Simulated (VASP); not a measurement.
Energy against volume of CuI (zinc blende). These are HSE06 screened hybrid, VASP's PBE PAW potentials (set 64) (plane waves; VASP) values and carry that method's errors.

```csv
V (Å³/atom),E (eV/atom)
25.575,-3.20319
26.418,-3.22339
27.261,-3.23488
28.104,-3.23909
28.947,-3.23731
```

Fit a third-order Birch-Murnaghan equation of state.

- volume per atom: 28.25 Å³/atom
- bulk modulus: 37.0 GPa
- pressure derivative of the bulk modulus: 5.21
- lattice constant a: 609.1 pm

The compound is CuI in the zinc blende structure. It was relaxed first. The cell's shape comes from a PBE relaxation.
